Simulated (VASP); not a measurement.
An input for Ansatz (written as the equivalent of a VASP run, and not itself run):

Ansatz 0.2 input:
```yaml
crystal:
  lattice:
    - [0.0000000, 2.6520000, 2.6520000]
    - [2.6520000, 0.0000000, 2.6520000]
    - [2.6520000, 2.6520000, 0.0000000]
  atoms:
    - { symbol: Mg, position: [0.0000000, 0.0000000, 0.0000000] }
    - { symbol: S, position: [0.5000000, 0.5000000, 0.5000000] }
kpoints:
  mp_grid: { grid: [8, 8, 8] }
hamiltonian:
  xc: pbe
  pseudopotentials: { kind: paw }
scf:
  occupations: { method: gaussian, width: 0.05 }
  max_iter: 100
output: { forces: true, stress: true, eigenvalues: true }
```

Problem. Translate this input to VASP (INCAR, KPOINTS, POSCAR, choice of POTCAR).

Solution. One answer among several that fit: 
INCAR:
```
BMIX = 0.0001
ENCUT = 400   # plane-wave cut-off (eV)
AMIX = 1.0
LREAL = F
EDIFF = 1E-6
SYSTEM = MgS
LWAVE = F
ALGO = Normal   # blocked Davidson
ISMEAR = 0   # Gaussian
PREC = Accurate
IMIX = 4
SIGMA = 0.05
LCHARG = F
ISIF = 2   # forces and stress, cell fixed
LASPH = T
NELM = 100
GGA = PE
```

File POSCAR:
```
MgS
1
    0.0000000000     2.6520000000     2.6520000000
    2.6520000000     0.0000000000     2.6520000000
    2.6520000000     2.6520000000     0.0000000000
Mg S
1 1
Direct
  0.0000000000   0.0000000000   0.0000000000
  0.5000000000   0.5000000000   0.5000000000
```

KPOINTS:
```
Automatic mesh
0
Gamma
8 8 8
0 0 0
```

POTCAR, in this order: Mg S (PBE.64 set). Program: vasp_std.

Limits of the translation: each code has its own PAW files, so the cut-off isn't converted (ENCUT is set for VASP's; basis.ecutwfc is left out, and Ansatz then takes the one that its files recommend); Ansatz stops its SCF on the density residual and VASP on the energy change (EDIFF).

The compound is MgS in the rock salt structure. The cell was not relaxed at this level. The run is one of a series of settings (AMIX = 1.0, BMIX = 0.0001, IMIX = 4 against the base run), some of them coarse on purpose.
